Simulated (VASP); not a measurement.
## Ta4NiO11 under changes of volume

One of the cells (14.701 Å³/atom); the others are scaled copies at fixed shape and fractional positions:

```
CELL_PARAMETERS angstrom
0.00000 4.89938 4.89938
4.89938 0.00000 4.89938
4.89938 4.89938 0.00000
ATOMIC_POSITIONS crystal
Ta 0.63007 0.10980 0.63007
Ta 0.63007 0.63007 0.63007
Ta 0.10980 0.63007 0.63007
Ta 0.63007 0.63007 0.10980
Ni 0.00000 0.00000 0.00000
O 0.25000 0.25000 0.25000
O 0.84346 0.46962 0.84346
O 0.84346 0.84346 0.84346
O 0.46962 0.84346 0.84346
O 0.84346 0.84346 0.46962
O 0.30023 0.69977 0.69977
O 0.69977 0.30023 0.30023
O 0.69977 0.69977 0.30023
O 0.30023 0.30023 0.69977
O 0.30023 0.69977 0.30023
O 0.69977 0.30023 0.69977
```

The cell was built by a generator and needn't be a form met in nature.

```yaml
Program: VASP 6.6.1
Functional: PBE
Potentials_or_basis: VASP PAW PBE potentials, release 64 (Ta_pv, Ni, O)
Cutoff: 520 eV
k_mesh: 5 × 5 × 5
Occupations: fermi-dirac, width 0.05 eV
Spin: collinear spin, ferromagnetic start
Starting_moments: "[0.0, 0.0, 0.0, 0.0, 1.0, 0.0, 0.0, 0.0, 0.0, 0.0, 0.0, 0.0, 0.0, 0.0, 0.0, 0.0] μB"
```

```csv
volume (Å³/atom),energy over the lowest point (meV/atom),pressure (GPa),moment (μB per cell),largest force (eV/Å)
13.548,20.67,13.8,0.02,0.921
13.836,0.00,9.0,0.04,0.628
14.124,10.08,4.1,1.11,0.322
14.701,?,?,?,?
14.989,18.45,-6.4,1.07,0.434
15.277,32.31,-9.2,1.07,0.617
```

**Question.** What does the run at 14.701 Å³/atom give?

**Answer.** Energy over the lowest point 9.90 meV/atom; pressure -3.3 GPa; moment 1.07 μB per cell; largest force 0.277 eV/Å.

The energies don't lie on one smooth curve, so no fit is given. The run at 13.836 Å³/atom lies farthest off, from a change of basis, grid or state.

Energies are extrapolated to zero smearing.

Caveats: a cell with one magnetic atom can't hold antiferromagnetic order, which such compounds often take (some runs).
